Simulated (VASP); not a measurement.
Energy against volume of V (bcc). Level of theory: RPBE GGA, VASP's PBE PAW potentials (set 64) (plane waves; VASP 6.6.1). Settings: 520 eV cut-off, 17×17×17 Γ-centred mesh, first-order Methfessel-Paxton smearing of 0.10 eV, potentials V_sv.

```csv
V (Å³/atom),E (eV/atom)
12.949,-8.47383
13.362,-8.49793
13.776,-8.50665
14.189,-8.50188
```

Question: Fit these four points and predict the energy of the run at 14.602 Å³/atom.

Answer: A cubic in V^(−2/3), the third-order Birch-Murnaghan form, passes through the four points with V0 = 13.83 Å³/atom and B0 = 172 GPa, and gives -8.4853 eV/atom there. The run gave -8.4854 eV/atom, -0.0 meV/atom from the fit; all five points give B0 = 171 GPa.

The compound is V in the bcc structure. It was relaxed first. The run is not spin-polarised, so no magnetic state was tried.
